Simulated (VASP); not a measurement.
Data:

```xyz
2
Lattice="0.0000 1.8579 1.8579 1.8579 0.0000 1.8579 1.8579 1.8579 0.0000" Properties=species:S:1:pos:R:3 pbc="T T T"
B      0.0000     0.0000     0.0000
N      0.9290     0.9290     0.9290
```

Level of theory: RPBE GGA, VASP's PBE PAW potentials (set 64) (plane waves; VASP 6.6.1). Numerical set-up: 520 eV cut-off, 12×12×12 Γ-centred mesh, Gaussian smearing of 0.050 eV, potentials B N.

**Question.** Predict the energy per atom (σ→0), pressure, band gap (on the k-mesh) with the smallest direct gap where there is one.

**Answer.** 
- band gap (on the k-mesh): 4.41 eV
- smallest direct gap (on the k-mesh): 8.48 eV
- energy per atom (σ→0): -8.292 eV/atom
- pressure: -18.86 GPa

The absolute energy has meaning only against runs of the same code, potentials and settings.

The compound is BN in the zinc blende structure. This cell is one point of a volume scan, at 1.06 of the reference volume.
